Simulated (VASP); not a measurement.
Input:

```xyz
8
Lattice="5.3842 0.0000 0.0000 0.0000 5.3842 0.0000 0.0000 0.0000 5.3842" Properties=species:S:1:pos:R:3 pbc="T T T"
Cd     0.0000     0.0000     0.0000
Se     1.4666     1.4666     1.4666
Se     3.9176     3.9176     1.4666
Se     3.9176     1.4666     3.9176
Se     1.4666     3.9176     3.9176
Be     2.6921     2.6921     0.0000
Be     2.6921     0.0000     2.6921
Be     0.0000     2.6921     2.6921
```

Calculation: PBEsol GGA, VASP's PBE PAW potentials (set 64) (plane waves; VASP 6.6.1). Run with 400 eV cut-off, Gaussian smearing of 0.050 eV, potentials Cd Se Be.

### Question
Estimate the band gap (along the path) with the smallest direct gap where there is one.

### Answer

```
Item                                    Value
------------------------------------  -------
band gap (along the path)             2.62 eV
smallest direct gap (along the path)  2.63 eV
```

Only differences to runs with the same potentials and settings are physical.

The structure was generated: Be3CdSe4 was put into an ordered model structure (P-43m), which need not be its known phase. It was relaxed first.
